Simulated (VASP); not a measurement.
A run of VASP 6.6.1 is set up as follows.

File INCAR:

```
ALGO = Normal
EDIFF = 1E-6
EDIFFG = -0.02
ENCUT = 520
GGA = CA
IBRION = 2
ISIF = 2
ISMEAR = 1
LASPH = True
LCHARG = False
LREAL = False
LWAVE = False
NELM = 60
NSW = 40
PREC = Accurate
SIGMA = 0.2
```

The input KPOINTS:

```
k-points
0
Gamma
  5 5 5
```

File POSCAR:

```
Zr4Tl
1.0
    5.3047500000      0.0000000000      0.0000000000
    0.0000000000      5.3047500000      0.0000000000
    0.0000000000      0.0000000000      5.3047500000
Zr Tl
4 1
Direct
    0.0000000000      0.5000000000      0.5000000000
    0.5000000000      0.5000000000      0.0000000000
    0.5000000000      0.0000000000      0.5000000000
    0.0000000000      0.0000000000      0.0000000000
    0.5000000000      0.5000000000      0.5000000000
```

Potentials or basis: VASP PAW LDA potentials, release 64 (Zr_sv, Tl_d).

Command:

```console
$ cat potpaw_LDA.64/Zr_sv/POTCAR potpaw_LDA.64/Tl_d/POTCAR > POTCAR
$ mpirun -np 1 vasp_std > vasp.out
```

Problem. What does it give for the band gap on the k mesh?

Solution. None (metal or under the smearing width).

Final structure:
```
CELL_PARAMETERS angstrom
5.30475 0.00000 0.00000
0.00000 5.30475 0.00000
0.00000 0.00000 5.30475
ATOMIC_POSITIONS crystal
Zr 0.00000 0.50000 0.50000
Zr 0.50000 0.50000 0.00000
Zr 0.50000 0.00000 0.50000
Zr 0.00000 0.00000 0.00000
Tl 0.50000 0.50000 0.50000
```

Caveat: the relaxation stopped at its first step, so nothing moved. The run has no spin-orbit coupling, so splittings on Tl are missing.
